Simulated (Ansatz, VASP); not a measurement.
# SiF: VASP and Ansatz over several settings

```
CELL_PARAMETERS angstrom
2.98767 0.00000 0.00000
0.00000 2.98767 0.00000
0.00000 0.00000 2.98767
ATOMIC_POSITIONS crystal
Si 0.50000 0.50000 0.50000
F 0.00000 0.00000 0.00000
```

Change from the starting cell: volume scaled by 0.96.

Single points on this cell with VASP 6.6.1 and Ansatz 0.2.0. Each row is one pair of runs. Alike in all rows: spin: off; k mesh: 9 × 9 × 9; smearing: fermi-dirac, width 0.05 eV; VASP's potentials, cutoff: VASP PAW PBE potentials, release 64 (Si, F), 520 eV.

| level | Ansatz's potentials, cutoff | gap on the k mesh at the Fermi level (eV), VASP | gap on the k mesh at the Fermi level (eV), Ansatz | pressure (GPa), VASP | pressure (GPa), Ansatz |
| --- | --- | --- | --- | --- | --- |
| PBE | Ansatz PAW, 420 eV | none | none | 3.3 | 3.5 |
| PBE | Ansatz PAW earlier set, 1300 eV | none | none | 3.3 | 3.5 |
| PBE | JTH PAW, 1500 eV | none | none | 3.3 | 3.4 |
| PBE | SPMS NC, 1007 eV | none | none | 3.3 | 3.4 |
| PBE | PseudoDojo standard (PBE files), 1143 eV | none | none | 3.3 | 3.4 |
| PBE | PseudoDojo stringent (PBE files), 1143 eV | none | none | 3.3 | 3.4 |
| PBE | Ansatz NC, 1320 eV | none | none | 3.3 | 3.5 |

Pressure (GPa): the two programs differ by at most 0.21.

A gap of «none» marks a metal or a gap that the smearing closes.

Caveats: an odd number of electrons without spin polarisation forces a metal (some rows); a magnetic or distorted state may lie lower (some rows); the pressure holds a Pulay correction of +0.5 GPa for the finite cutoff (Ansatz).
